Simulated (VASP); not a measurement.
Input:

```
Cd3HgTe4
1.0
    0.00000     3.24912     3.24912
    3.24912     0.00000     3.24912
   12.97299    12.97299     0.02350
Hg Te Cd
1 4 3
Cartesian
 12.97244  12.97244   0.02405
  1.62711   1.62711   1.62201
  4.86527   4.86527   1.63297
  8.10830   8.10830   1.63907
 11.34771  11.34771   1.64878
  6.49470   6.49470   6.50180
  9.73582   9.73582   6.50980
 12.98036  12.98036   6.51439
```

All values below come from PBEsol GGA, VASP's PBE PAW potentials (set 64) (plane waves; VASP 6.6.1). Run with 400 eV cut-off, Gaussian smearing of 0.050 eV, potentials Hg Te Cd.

Unless said otherwise, spin-orbit coupling is left out, though it shifts the bands of the heavy elements here.

**Question.** Give the energies of bands 27 to 40 at the high-symmetry points, in eV from the valence-band maximum.

**Answer.** 
```
band      Γ      T     H2      L     S0      F
----  -----  -----  -----  -----  -----  -----
27    -2.76  -1.61  -4.32  -4.39  -4.32  -4.36
28    -0.90  -1.24  -4.30  -4.32  -4.30  -4.22
29    -0.90  -0.84  -2.76  -2.23  -2.77  -2.26
30    -0.59  -0.84  -2.72  -2.21  -2.68  -2.18
31    -0.59  -0.75  -2.59  -1.90  -2.64  -2.02
32    -0.46  -0.75  -2.51  -1.86  -2.49  -2.00
33    -0.46  -0.29  -1.67  -1.56  -1.70  -1.54
34    -0.04  -0.29  -1.62  -1.42  -1.58  -1.47
35     0.00  -0.07  -1.52  -1.13  -1.56  -0.86
36     0.00  -0.07  -1.47  -1.01  -1.44  -0.86
37     0.13   0.84   2.54   1.86   2.53   1.34
38     1.27   1.42   2.96   2.27   2.99   2.35
39     1.64   1.55   3.25   2.48   3.19   2.42
40     1.73   1.62   3.37   2.53   3.41   2.67
```

The gap is direct, 0.13 eV, from the valence maximum at Γ to the conduction minimum at Γ.

The structure was generated: Cd3HgTe4 was put into an ordered model structure (R3m), which need not be its known phase. It was relaxed first.
